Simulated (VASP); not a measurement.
Calculation: PBE GGA, VASP's PBE PAW potentials (set 64) (plane waves; VASP).

The input files of a VASP run:

File KPOINTS:
```
kpoints
0
Gamma
  13 13 13
```

INCAR:
```
! general
SYSTEM  = HfN
PREC    = Accurate
ENCUT   = 520
LREAL   = .False.
LASPH   = .True.
NELECT  = 15.5

! electronic loop
EDIFF   = 1E-6
NELM    = 100
ALGO    = Normal
LMAXMIX = 6

! smearing
ISMEAR  = 0
SIGMA   = 0.05

! functional
GGA     = PE

! ions
ISIF    = 2

! output
LWAVE   = .False.
LCHARG  = .False.
```

### POSCAR
```
HfN
1.0
  0.0000000000   2.3169080000   2.2209960000
  2.2507920000   0.0000000000   2.2209960000
  2.2507920000   2.3169080000   0.0000000000
Hf N
1 1
Cartesian
  0.0000000000   0.0000000000   0.0000000000
  2.3485799092   2.3169080000   2.2209960000
```

POTCAR, in this order: Hf_pv N (PBE.64 set). Program: vasp_std.

The run wrote:

### OSZICAR
```
       N       E                     dE             d eps       ncg     rms          rms(c)
DAV:   1     0.465652523539E+02    0.46565E+02   -0.82254E+03  8248   0.120E+03
DAV:   2    -0.178858409437E+02   -0.64451E+02   -0.60539E+02 10688   0.259E+02
DAV:   3    -0.202364565126E+02   -0.23506E+01   -0.23198E+01 10564   0.420E+01
DAV:   4    -0.202545081762E+02   -0.18052E-01   -0.18007E-01  9376   0.381E+00
DAV:   5    -0.202547459163E+02   -0.23774E-03   -0.23771E-03 10792   0.328E-01    0.509E+01
DAV:   6    -0.174372537775E+02    0.28175E+01   -0.13112E+01  9708   0.271E+01    0.417E+01
DAV:   7    -0.173619739268E+02    0.75280E-01   -0.56844E-01  8788   0.687E+00    0.263E+01
DAV:   8    -0.173499607949E+02    0.12013E-01   -0.10614E-01 10116   0.297E+00    0.622E+00
DAV:   9    -0.173413773112E+02    0.85835E-02   -0.38442E-02  9940   0.144E+00    0.161E+00
DAV:  10    -0.173410559895E+02    0.32132E-03   -0.17522E-03  9500   0.397E-01    0.142E-01
DAV:  11    -0.173410605367E+02   -0.45472E-05   -0.85220E-05  9860   0.946E-02    0.380E-02
DAV:  12    -0.173410584072E+02    0.21296E-05   -0.79715E-06  9512   0.272E-02    0.828E-03
DAV:  13    -0.173410583074E+02    0.99734E-07   -0.83210E-07  4432   0.923E-03
   1 F= -.17341058E+02 E0= -.17340618E+02  d E =-.881162E-03
```

OUTCAR:
```
------------------------ aborting loop because EDIFF is reached ----------------------------------------
  FORCE on cell =-STRESS in cart. coord.  units (eV):
  Direction    XX          YY          ZZ          XY          YZ          ZX
  --------------------------------------------------------------------------------------
  Total        5.8418295      3.4096078      6.5040554      0.0000000      0.0000000      0.0000000
  in kB      404.0522581    235.8267600    449.8553518      0.0000000      0.0000000      0.0000000
  external PRESSURE =     363.2447900 kB  Pullay stress =       0.0000000 kB
  volume of cell :       23.16
      direct lattice vectors                 reciprocal lattice vectors
     0.000000000  2.316908000  2.220996000    -0.222144028  0.215804857  0.225124224
     2.250792000  0.000000000  2.220996000     0.222144028 -0.215804857  0.225124224
     2.250792000  2.316908000  0.000000000     0.222144028  0.215804857 -0.225124224
 POSITION                                       TOTAL-FORCE (eV/Angst)
 -----------------------------------------------------------------------------------
      0.00000      0.00000      0.00000         1.092807      0.000000      0.000000
      2.34858      2.31691      2.22100        -1.092807      0.000000      0.000000
 -----------------------------------------------------------------------------------
    total drift:                                0.000078      0.000000      0.000000
  FREE ENERGIE OF THE ION-ELECTRON SYSTEM (eV)
  ---------------------------------------------------
  free  energy   TOTEN  =       -17.3410583074 eV

  energy  without entropy=      -17.3401771458  energy(sigma->0) =      -17.34061773
```
(Selected blocks of OUTCAR.)

The cell is charged, with a uniform compensating background.

The compound is HfN in the rock salt structure. The cell was not relaxed at this level, atoms are displaced from their ideal sites. The run is one of a series of settings (ISMEAR = 0, NELECT = 15.5, SIGMA = 0.05 against the base run), some of them coarse on purpose.
